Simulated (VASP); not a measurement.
All values below come from LDA (Ceperley-Alder, Perdew-Zunger), VASP's LDA PAW potentials (set 64) (plane waves; VASP). Each cell was relaxed at this level, without spin-orbit coupling.

**Question.** Which of these comes out without a gap?
A. CaO, Fm-3m (225)
B. WS2, P6_3/mmc (194)
C. AgI, P6_3mc (186)
D. NbC, Fm-3m (225)

**Answer.** D, NbC, Fm-3m (225). The others have gaps of 1.13 eV (AgI, P6_3mc (186)), 0.86 eV (WS2, P6_3/mmc (194)), 3.42 eV (CaO, Fm-3m (225)).
